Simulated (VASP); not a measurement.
A VASP calculation is set up with these files.

INCAR:
```
LASPH = .True.   # aspherical one-centre terms
NELM = 100   # most electronic steps
ALGO = Normal   # blocked Davidson
PREC = Accurate
EDIFF = 1E-7   # SCF stop (eV)
SIGMA = 0.1   # width (eV)
ENCUT = 480   # plane-wave cut-off (eV)
ISMEAR = 1   # Methfessel-Paxton
LREAL = .False.   # projection in real space or not
GGA = PE
ISIF = 2   # forces and stress, cell fixed
SYSTEM = TiS2
LCHARG = .False.
LWAVE = .False.
LMAXMIX = 4
```

### POSCAR
```
TiS2
1
    1.7036128645    -2.9507444097     0.0000000000
    1.7036128645     2.9507444097    -0.0000000000
   -0.0000000000     0.0000000000     6.1455735795
Ti S
1 2
Direct
  0.0000000000   0.0000000000   0.0000000000
  0.3333330000   0.6666670000   0.2317725346
  0.6666670000   0.3333330000   0.7682274654
```

KPOINTS:
```
Automatic
0
Gamma
 10 10 6
0 0 0
```

POTCAR, in this order: Ti_sv S (PBE.64 set). Program: vasp_std.

### Question
Translate this PBE calculation to Ansatz.

### Answer
One equivalent input (not run):
Ansatz 0.2 input:
```yaml
crystal:
  lattice:
    - [1.7036129, -2.9507444, 0.0000000]
    - [1.7036129, 2.9507444, 0.0000000]
    - [0.0000000, 0.0000000, 6.1455736]
  atoms:
    - { symbol: Ti, position: [0.0000000, 0.0000000, 0.0000000] }
    - { symbol: S, position: [0.3333330, 0.6666670, 0.2317725] }
    - { symbol: S, position: [0.6666670, 0.3333330, 0.7682275] }
kpoints:
  mp_grid: { grid: [10, 10, 6] }
hamiltonian:
  xc: pbe
  pseudopotentials: { kind: paw }
scf:
  occupations: { method: methfessel_paxton, width: 0.1 }
  max_iter: 100
output: { forces: true, stress: true, eigenvalues: true }
```
What does not carry over: each code has its own PAW files, so the cut-off isn't converted (ENCUT is set for VASP's; basis.ecutwfc is left out, and Ansatz then takes the one that its files recommend); Ansatz stops its SCF on the density residual and VASP on the energy change (EDIFF).

The compound is TiS2 in the 1T layered structure. It was relaxed first, which changed the volume by +8 %.
